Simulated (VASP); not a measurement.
## CuI (space group P-3m1): computed properties

Calculation: r2SCAN meta-GGA, VASP's PBE PAW potentials (set 64) (plane waves; VASP 6.6.1).

- space group = P-3m1 (164)
- cell = a = 4.130 Å, b = 4.130 Å, c = 7.400 Å, α = 90.00°, β = 90.00°, γ = 120.00°
- volume per atom = 27.33 Å³/atom
- band gap (over mesh and band path) = 2.13 eV
- smallest direct gap (over mesh and band path) = 2.13 eV
- band-edge character without spin-orbit coupling = direct, Γ to Γ
- band gap with spin-orbit coupling = 1.91 eV
- density = 5.79 g/cm³

```
CuI
1.0
    4.13017     0.00000     0.00000
   -2.06509     3.57684     0.00000
    0.00000     0.00000     7.40048
Cu I
2 2
Cartesian
  2.06509   1.19228   4.38450
  0.00000   2.38456   3.01598
  0.00000   2.38456   5.59951
  2.06509   1.19228   1.80098
```

Unless said otherwise, spin-orbit coupling is left out, though it shifts the bands of the heavy elements here.

The structure comes from a computed database's CuI entry (P-3m1); how it stands against other phases isn't given here. It was relaxed first. Symmetry was kept, so distortions that lower it aren't found.
